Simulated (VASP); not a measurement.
```xyz
2
Lattice="0.0000 3.1513 3.1513 3.1513 0.0000 3.1513 3.1513 3.1513 0.0000" Properties=species:S:1:pos:R:3 pbc="T T T"
Ba     0.0000     0.0000     0.0000
S      3.1513     3.1513     3.1513
```

All values below come from LDA (Ceperley-Alder, Perdew-Zunger) with spin-orbit coupling, VASP's LDA PAW potentials (set 64) (plane waves; VASP). Numerical set-up: 400 eV cut-off, 7×7×7 Γ-centred mesh, Gaussian smearing of 0.050 eV, potentials Ba_sv S.

Q: Give the energies of bands 11 to 23 at the high-symmetry points, in eV from the valence-band maximum.

A: 
| band | Γ | X | U | L | W |
|---|---|---|---|---|---|
| 11 | -0.16 | -0.57 | -1.09 | -2.16 | -1.27 |
| 12 | -0.16 | -0.57 | -1.09 | -2.16 | -1.27 |
| 13 | 0.00 | -0.22 | -0.70 | -1.27 | -0.63 |
| 14 | 0.00 | -0.22 | -0.70 | -1.27 | -0.63 |
| 15 | 0.00 | -0.07 | -0.56 | -1.23 | -0.45 |
| 16 | 0.00 | -0.07 | -0.56 | -1.23 | -0.45 |
| 17 | 3.46 | 1.77 | 3.04 | 5.47 | 4.08 |
| 18 | 3.46 | 1.77 | 3.04 | 5.47 | 4.08 |
| 19 | 3.62 | 5.91 | 5.87 | 5.53 | 4.11 |
| 20 | 3.62 | 5.91 | 5.87 | 5.53 | 4.11 |
| 21 | 3.62 | 6.03 | 6.62 | 6.24 | 6.33 |
| 22 | 3.62 | 6.03 | 6.62 | 6.24 | 6.33 |
| 23 | 3.69 | 7.50 | 6.76 | 6.30 | 6.87 |

The gap is indirect, 1.77 eV, from the valence maximum at Γ to the conduction minimum at X.

The compound is BaS in the rock salt structure. It was relaxed first.
